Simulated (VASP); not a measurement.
Calculation: rev-vdW-DF2, VASP's PBE PAW potentials (set 64) (plane waves; VASP 6.6.1).

Input for VASP

**INCAR**
```
SYSTEM = ZnS
PREC = Accurate
ENCUT = 520
EDIFF = 1E-7
NELM = 100
ALGO = Normal
LREAL = .FALSE.
LASPH = .TRUE.
ISMEAR = 0
SIGMA = 0.05
GGA = MK
PARAM1 = 0.1234568
PARAM2 = 0.7114
ZAB_VDW = -1.8867
LUSE_VDW = .TRUE.
AGGAC = 0.0
LMAXMIX = 4
LWAVE = .FALSE.
LCHARG = .FALSE.
ISIF = 2
```

POSCAR:
```
ZnS
3.8633260
  0.0000000000   0.7071067573   0.7071067573
  0.7071067573   0.0000000000   0.7071067573
  0.7071067573   0.7071067573   0.0000000000
Zn S
1 1
Cartesian
  0.0000000000   0.0000000000   0.0000000000
  0.3535533786   0.3535533786   0.3535533786
```

### KPOINTS
```
kpoints
0
Gamma
8 8 8
```

POTCAR, in this order: Zn S (PBE.64 set). Program: vasp_std.

Problem. What will the output report for the number of irreducible k-points (NKPTS), largest plane-wave count, number of space-group operations, FFT grid (NGX, NGY, NGZ)?

Solution. 
```json
{
  "number of irreducible k-points (NKPTS)": "29",
  "largest_plane_wave_count": "1121",
  "number_of_space_group_operations": "24",
  "FFT grid (NGX, NGY, NGZ)": "30 × 30 × 30"
}
```

The compound is ZnS in the zinc blende structure. This cell is one point of a volume scan, at 1.03 of the reference volume.
